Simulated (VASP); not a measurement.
# O on W(110): binding against coverage, part 9 of 10

Aim: adsorption energy and work function of O on W(110) from low coverage to a full layer.

VASP 6.6.1, plane waves and PAW; the level of theory is named at each step.

So far. Step 19 (The vacuum level with the adsorbate, coverage 1/9 …): The vacuum level lies 4.90 eV above the Fermi level at the upper face; the two faces differ by 0.04 eV, the step that the slab's dipole of 0.014 e·Å makes. Step 20 (Relaxing the adsorbate, coverage 2/9, k-mesh 4×4×1): The run ended after 14 ionic steps, 0.256 eV below its first step, once the forces on the free atoms met EDIFFG = -0.03.

## 21. The vacuum level with the adsorbate, coverage 2/9, k-mesh 4×4×1

Level of this step: PBE, no spin polarisation; plane waves and PAW (W, O) (VASP).

INCAR

```
SYSTEM = W27O2
PREC = Normal
ENCUT = 440
EDIFF = 1E-06
NELM = 120
ISMEAR = 1
SIGMA = 0.15
LREAL = Auto
ALGO = Fast
GGA = PE
NBANDS = 112
LASPH = .TRUE.
LORBIT = 11
LWAVE = .FALSE.
LCHARG = .FALSE.
KPAR = 4
NCORE = 2
IDIPOL = 3
LDIPOL = .TRUE.
DIPOL = 0.5 0.5 0.509
LVHAR = .TRUE.
LVACPOTAV = .TRUE.
```

POSCAR

```
W27O2
1.0
    9.5161750452      0.0000000000      0.0000000000
    4.7580875226      6.7289519054      0.0000000000
    0.0000000000      0.0000000000     19.4859679369
W O
27 2
Selective dynamics
Direct
    0.0000000000      0.0000000000      0.3848923500  F F F
    0.3333333300      0.0000000000      0.3848923500  F F F
    0.6666666700      0.0000000000      0.3848923500  F F F
    0.0000000000      0.3333333300      0.3848923500  F F F
    0.3333333300      0.3333333300      0.3848923500  F F F
    0.6666666700      0.3333333300      0.3848923500  F F F
    0.0000000000      0.6666666700      0.3848923500  F F F
    0.3333333300      0.6666666700      0.3848923500  F F F
    0.6666666700      0.6666666700      0.3848923500  F F F
    0.8347413619      0.3300496303      0.4965513593  T T T
    0.1685423378      0.3300496303      0.4965513593  T T T
    0.5005793521      0.3321746259      0.4972079806  T T T
    0.8341465112      0.6650403076      0.4959633845  T T T
    0.1667092504      0.6652395199      0.4968373415  T T T
    0.5013845697      0.6652395199      0.4968373415  T T T
    0.8350140049      0.9979950270      0.4961324270  T T T
    0.1671220145      0.9990893109      0.4965734546  T T T
    0.5003242980      0.9979950270      0.4961324270  T T T
    0.0040124943      0.9947475872      0.6111022387  T T T
    0.3345732486      0.9947475872      0.6111022387  T T T
    0.6750673295      0.9831986811      0.6062060939  T T T
    0.9975373484      0.3382586332      0.6081915169  T T T
    0.3371431994      0.3273094456      0.6103515929  T T T
    0.6688806850      0.3273094456      0.6103515929  T T T
    0.0022247380      0.6628404099      0.6076299898  T T T
    0.3361564301      0.6610204698      0.6076308111  T T T
    0.6682681920      0.6628404099      0.6076299898  T T T
    0.1184527530      0.0964278239      0.6719599534  T T T
    0.4572567517      0.4188198265      0.6719107575  T T T
```

KPOINTS

```
Automatic mesh
0
Gamma
4 4 1
0 0 0
```

Potentials, in the order of the species: W and O (PBE family, release 64).

Command:

```bash
mpirun -np 8 vasp_std
```

Log:

```text
[... set-up lines as in an earlier step ...]
 entering main loop
       N       E                     dE             d eps       ncg     rms          rms(c)
DAV:   1     0.914538136279E+03    0.91454E+03   -0.59205E+04  1576   0.108E+03
DAV:   2    -0.217937319458E+03   -0.11325E+04   -0.10770E+04  2248   0.254E+02
DAV:   3    -0.356261761880E+03   -0.13832E+03   -0.13337E+03  1880   0.892E+01
DAV:   4    -0.366596481518E+03   -0.10335E+02   -0.10150E+02  2536   0.205E+01
[...]
RMM:  29    -0.342780351085E+03   -0.26618E-05   -0.30401E-07   938   0.103E-03    0.293E-03
RMM:  30    -0.342780353274E+03   -0.21890E-05   -0.21487E-07   916   0.898E-04    0.157E-03
RMM:  31    -0.342780354076E+03   -0.80189E-06   -0.14853E-07   830   0.797E-04
 [... a notice as in an earlier step ...]

   1 F= -.34278035E+03 E0= -.34277958E+03  d E =-.232045E-02
```

Run time: 3.2 min. Hardware: 8 MPI ranks of AMD EPYC 7R43, shared host; peak memory 4.1 GiB.

Parts of OUTCAR (step 21):

```text
  Total      -40.7230785    -23.0429781     -0.5871279      0.0000000     -0.7532848      0.0000000
  in kB      -52.2900858    -29.5881191     -0.7538960      0.0000000     -0.9672483      0.0000000
  external PRESSURE =     -27.5440336 kB  Pullay stress =       0.0000000 kB

 POSITION                                       TOTAL-FORCE (eV/Angst)
 -----------------------------------------------------------------------------------
      0.00000      0.00000      7.50000         0.041184     -0.095824     -0.054944
      3.17206      0.00000      7.50000        -0.041184     -0.095824     -0.054944
      6.34412      0.00000      7.50000        -0.000000      0.118260      0.196710
      1.58603      2.24298      7.50000        -0.000000     -0.000631      0.181126
      4.75809      2.24298      7.50000        -0.037816      0.090479     -0.053152
      7.93015      2.24298      7.50000         0.037816      0.090479     -0.053152
      3.17206      4.48597      7.50000        -0.073045      0.057855     -0.137705
      6.34412      4.48597      7.50000        -0.000000     -0.049603      0.127007
      9.51618      4.48597      7.50000         0.073045      0.057855     -0.137705
      9.51395      2.22089      9.67578        -0.000959     -0.005361      0.007678
      3.17428      2.22089      9.67578         0.000959     -0.005361      0.007678
      6.34412      2.23519      9.68858        -0.000000     -0.003045      0.001754
     11.10220      4.47502      9.66433         0.000000     -0.006308     -0.003248
      4.75170      4.47636      9.68136         0.000013     -0.005107     -0.000323
[...]
-----------------------------------------------------------------------------------
    total drift:                                0.000096     -0.010076     -0.022086

  FREE ENERGIE OF THE ION-ELECTRON SYSTEM (eV)
  ---------------------------------------------------
  free  energy   TOTEN  =      -342.7803540759 eV

  energy  without entropy=     -342.7780336248  energy(sigma->0) =     -342.77958059

[... 2 parts as in an earlier step ...]

[... 1 further part left out ...]
[key lines of the parts left out:]
E-fermi :  -0.3539
```

Zero at the Fermi level. The planar average of the electrostatic potential by height:

height (Å), planar average of the electrostatic potential (eV) and a bar from the least value:
```
      0.0        4.9 ##############################
      0.5        4.9 ##############################
      1.0        4.9 ##############################
      1.5        4.9 ##############################
      2.0        4.9 ##############################
      2.5        4.9 ##############################
      3.0        4.9 ##############################
      3.5        4.9 ##############################
      4.0        4.9 ##############################
      4.5        4.8 ##############################
      5.0        4.7 ##############################
      5.5        4.3 #############################
      6.0        2.9 ##########################
      6.5       -1.3 ###################
      7.0       -8.3 #######
      7.5      -11.9 
      8.0       -8.5 ######
      8.5       -3.4 ###############
      9.0       -6.5 ##########
      9.5      -12.0 
     10.0      -10.8 ##
     10.5       -4.7 #############
     11.0       -4.3 ##############
     11.5      -10.2 ###
     12.0      -11.9 
     12.5       -7.1 #########
     13.0       -1.9 ##################
     13.5        2.3 #########################
     14.0        4.4 #############################
     14.5        4.8 ##############################
     15.0        4.9 ##############################
     15.5        4.9 ##############################
     16.0        4.9 ##############################
     16.5        4.9 ##############################
     17.0        4.9 ##############################
     17.5        4.9 ##############################
     18.0        4.9 ##############################
     18.5        4.9 ##############################
     19.0        4.9 ##############################
```

At the end the adsorbate's closest contact with the slab is O-W at 2.05 Å, 1.63 Å to the side of the slab's atom, and its lowest atom lies 1.18 Å above the highest atom of the slab.

The vacuum level lies 4.93 eV above the Fermi level at the upper face; the two faces differ by 0.06 eV, the step that the slab's dipole of 0.021 e·Å makes.

VASP counts the dipole in electrons times Å, so a positive number points the physical dipole along −c.

The program found no field-free point at its default tolerance, but its printed level agrees with the flat part of the planar average.

## 22. Relaxing the adsorbate, coverage 3/9, k-mesh 4×4×1

System of this step: W9O (W(110)). The cell holds 30 atoms: 27 W and 3 O. Its edges and angles: a = 9.516 Å, b = 8.241 Å, c = 19.486 Å, α = 90.0°, β = 90.0°, γ = 54.7°. It derives from W. 3 O over hollow sites of a 3 x 3 cell of W(110). Vacuum lies along c.

INCAR

```
SYSTEM = W9O
PREC = Normal
ENCUT = 440
EDIFF = 1E-05
NELM = 120
ISMEAR = 1
SIGMA = 0.15
LREAL = Auto
ALGO = Fast
GGA = PE
NBANDS = 112
LASPH = .TRUE.
LORBIT = 11
LWAVE = .FALSE.
LCHARG = .FALSE.
KPAR = 4
NCORE = 2
IBRION = 2
NSW = 45
ISIF = 2
EDIFFG = -0.03
POTIM = 0.4
MAXMIX = 40
IDIPOL = 3
LDIPOL = .TRUE.
DIPOL = 0.5 0.5 0.513
```

POSCAR

```
W9O
1.0
    9.5161750452      0.0000000000      0.0000000000
    4.7580875226      6.7289519054      0.0000000000
    0.0000000000      0.0000000000     19.4859679369
W O
27 3
Selective dynamics
Direct
    0.0000000000      0.0000000000      0.3848923500  F F F
    0.3333333300      0.0000000000      0.3848923500  F F F
    0.6666666700      0.0000000000      0.3848923500  F F F
    0.0000000000      0.3333333300      0.3848923500  F F F
    0.3333333300      0.3333333300      0.3848923500  F F F
    0.6666666700      0.3333333300      0.3848923500  F F F
    0.0000000000      0.6666666700      0.3848923500  F F F
    0.3333333300      0.6666666700      0.3848923500  F F F
    0.6666666700      0.6666666700      0.3848923500  F F F
    0.8333333300      0.3333333300      0.4963486400  T T T
    0.1666666700      0.3333333300      0.4963486400  T T T
    0.5000000000      0.3333333300      0.4963486400  T T T
    0.8333333300      0.6666666700      0.4963486400  T T T
    0.1666666700      0.6666666700      0.4963486400  T T T
    0.5000000000      0.6666666700      0.4963486400  T T T
    0.8333333300      0.0000000000      0.4963486400  T T T
    0.1666666700      0.0000000000      0.4963486400  T T T
    0.5000000000      0.0000000000      0.4963486400  T T T
    0.0000000000      0.0000000000      0.6077771300  T T T
    0.3333333300      0.0000000000      0.6077771300  T T T
    0.6666666700      0.0000000000      0.6077771300  T T T
    0.0000000000      0.3333333300      0.6077771300  T T T
    0.3333333300      0.3333333300      0.6077771300  T T T
    0.6666666700      0.3333333300      0.6077771300  T T T
    0.0000000000      0.6666666700      0.6077771300  T T T
    0.3333333300      0.6666666700      0.6077771300  T T T
    0.6666666700      0.6666666700      0.6077771300  T T T
    0.1250000000      0.0833333300      0.6667939600  T T T
    0.4583333300      0.4166666700      0.6667939600  T T T
    0.7916666700      0.7500000000      0.6667939600  T T T
```

KPOINTS is that of step 21.

Command:

```bash
mpirun -np 8 vasp_std
```

Log:

```text
[banner, memory and clock lines left out]
running    8 mpi-ranks, on    1 nodes
[...]
LDA part: xc-table for (Slater+PW92), standard interpolation
 POSCAR, INCAR and KPOINTS ok, starting setup
[...]
entering main loop
       N       E                     dE             d eps       ncg     rms          rms(c)
DAV:   1     0.996069662908E+03    0.99607E+03   -0.62514E+04  1576   0.113E+03
DAV:   2    -0.216244506135E+03   -0.12123E+04   -0.11647E+04  2248   0.268E+02
DAV:   3    -0.365111546920E+03   -0.14887E+03   -0.14443E+03  1880   0.958E+01
DAV:   4    -0.376526670389E+03   -0.11415E+02   -0.11219E+02  2504   0.219E+01
[...]
RMM:  23    -0.351374685979E+03   -0.76612E-04   -0.89202E-06   999   0.537E-03    0.546E-03
RMM:  24    -0.351374717873E+03   -0.31894E-04   -0.47515E-06   794   0.381E-03    0.194E-03
RMM:  25    -0.351374726165E+03   -0.82918E-05   -0.22673E-06   737   0.315E-03
   1 F= -.35137473E+03 E0= -.35137542E+03  d E =-.351375E+03
[... from here on, the cycles between the ionic steps are left out ...]
   2 F= -.35155873E+03 E0= -.35155917E+03  d E =-.184009E+00
   3 F= -.35156813E+03 E0= -.35156836E+03  d E =-.193407E+00
   4 F= -.35163006E+03 E0= -.35163004E+03  d E =-.619239E-01
   5 F= -.35163510E+03 E0= -.35163515E+03  d E =-.669705E-01
   6 F= -.35165627E+03 E0= -.35165698E+03  d E =-.211682E-01
   7 F= -.35167094E+03 E0= -.35167325E+03  d E =-.358315E-01
   8 F= -.35167273E+03 E0= -.35167469E+03  d E =-.376268E-01
   9 F= -.35168531E+03 E0= -.35168810E+03  d E =-.125749E-01
  10 F= -.35168559E+03 E0= -.35168855E+03  d E =-.128638E-01
  11 F= -.35168758E+03 E0= -.35169068E+03  d E =-.198715E-02
  12 F= -.35168772E+03 E0= -.35169088E+03  d E =-.212671E-02
  13 F= -.35168886E+03 E0= -.35169185E+03  d E =-.113836E-02
  14 F= -.35168893E+03 E0= -.35169187E+03  d E =-.120774E-02
  15 F= -.35168992E+03 E0= -.35169279E+03  d E =-.991902E-03
  16 F= -.35169025E+03 E0= -.35169307E+03  d E =-.131918E-02
  17 F= -.35169017E+03 E0= -.35169289E+03  d E =-.123876E-02
  18 F= -.35169033E+03 E0= -.35169310E+03  d E =-.140030E-02
  19 F= -.35169113E+03 E0= -.35169382E+03  d E =-.799433E-03
  20 F= -.35169165E+03 E0= -.35169425E+03  d E =-.132523E-02
[...]
reached required accuracy - stopping structural energy minimisation
```

Wall time 18 min (8 MPI ranks); peak memory 4.7 GiB; 2.4 h of CPU time.

From OUTCAR (step 22):

```text
  Total      -42.6873465    -18.8490242     -1.1573292      0.0000000     -0.4123997      0.0000000
  in kB      -54.8122855    -24.2029121     -1.4860577      0.0000000     -0.5295380      0.0000000
  external PRESSURE =     -26.8337518 kB  Pullay stress =       0.0000000 kB

 POSITION                                       TOTAL-FORCE (eV/Angst)
 -----------------------------------------------------------------------------------
      0.00000      0.00000      7.50000         0.068409      0.001744     -0.107802
      3.17206      0.00000      7.50000        -0.068409      0.001744     -0.107802
      6.34412      0.00000      7.50000         0.000000      0.037265      0.263656
      1.58603      2.24298      7.50000         0.000000      0.037265      0.263656
      4.75809      2.24298      7.50000         0.068409      0.001744     -0.107802
      7.93015      2.24298      7.50000        -0.068409      0.001744     -0.107802
      3.17206      4.48597      7.50000        -0.068409      0.001744     -0.107802
      6.34412      4.48597      7.50000         0.000000      0.037265      0.263656
      9.51618      4.48597      7.50000         0.068409      0.001744     -0.107802
      9.50453      2.21110      9.67990         0.014950      0.001350      0.006202
      3.18370      2.21110      9.67990        -0.014950      0.001350      0.006202
      6.34412      2.22361      9.68559         0.000000     -0.004504     -0.015542
     11.10220      4.46660      9.68559         0.000000     -0.004504     -0.015542
      4.74644      4.45409      9.67990         0.014950      0.001350      0.006202
[...]
-----------------------------------------------------------------------------------
    total drift:                                0.000067     -0.032069      0.014747

  FREE ENERGIE OF THE ION-ELECTRON SYSTEM (eV)
  ---------------------------------------------------
  free  energy   TOTEN  =      -351.6916546856 eV

  energy  without entropy=     -351.6994294297  energy(sigma->0) =     -351.69424627

[... 3 parts as in an earlier step ...]

[... 1 further part left out ...]
[key lines of the parts left out:]
E-fermi :  -0.3130
```

The run ended after 20 ionic steps, 0.317 eV below its first step, once the forces on the free atoms met EDIFFG = -0.03.

(Part 9 of 10 ends here.)

[Lines on the potential files, build, host, timing and source positions are cut from VASP's logs without a mark.]

[Logs are printed without paths, hosts, clocks, repeated set-up lines and the standing remarks that a program may print on its own settings, such as how far it seeks lower states.]

[Hosts, paths, dates, database ids (printed as entryN), source tags and the programs' standing remarks are cut or masked in the printed files.]

[Runs that stopped without an error message from VASP are left out.]
